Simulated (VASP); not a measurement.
A convergence study with VASP on TiN (space group Fm-3m): one setting is varied, all else stays as given below, so the limit is that of these other settings. Each run relaxes cell and ions from the cell shown. The basis is that of the starting cell, so low cut-offs carry a Pulay error.

```yaml
crystal:
  lattice:
    - [0.00000, 2.13060, 2.13060]
    - [2.13060, 0.00000, 2.13060]
    - [2.13060, 2.13060, 0.00000]
  atoms:
    - { symbol: Ti, position: [0.00000, 0.00000, 0.00000] }
    - { symbol: N, position: [0.50000, 0.50000, 0.50000] }
```

Method: PBEsol GGA, VASP's PBE PAW potentials (set 64) (plane waves; VASP). The tightest run used: 800 eV cut-off, 13×13×13 Γ-centred mesh, Fermi-Dirac smearing of 0.10 eV, potentials Ti_sv N.

Question: The settings run are ENCUT = 200; ENCUT = 240; ENCUT = 280; ENCUT = 340; ENCUT = 400; ENCUT = 480; ENCUT = 600; ENCUT = 800. From which on does the relaxed volume stay within 0.05 Å³/atom of the tightest run?

Answer: From ENCUT = 480 on: it is off by 0.014 there and by no more than 0.05 in any finer run, while ENCUT = 400 is off by 0.111.
| setting | relaxed volume (Å³/atom) | E (eV/atom) | plane waves | difference judged (Å³/atom) |
|---|---|---|---|---|
| ENCUT = 200 | 7.835 | -11.3502 | 137 | 1.479 |
| ENCUT = 240 | 8.285 | -10.7279 | 170 | 1.029 |
| ENCUT = 280 | 8.652 | -10.4988 | 214 | 0.662 |
| ENCUT = 340 | 9.009 | -10.4168 | 290 | 0.306 |
| ENCUT = 400 | 9.204 | -10.3986 | 365 | 0.111 |
| ENCUT = 480 | 9.300 | -10.3925 | 477 | 0.014 |
| ENCUT = 600 | 9.307 | -10.3927 | 657 | 0.008 |
| ENCUT = 800 | 9.314 | -10.3954 | 1010 | 0.000 |

VASP warned of too few bands at ENCUT = 200.

Left out are rungs that failed or repeat a setting and relaxations that didn't move; long series are thinned to 24 rows.

The structure is a typed TiN crystal (space group no. 225). The electron count is odd and the run is not spin-polarised, which forces a metal. VASP warned that the highest band is occupied, so more bands are needed.
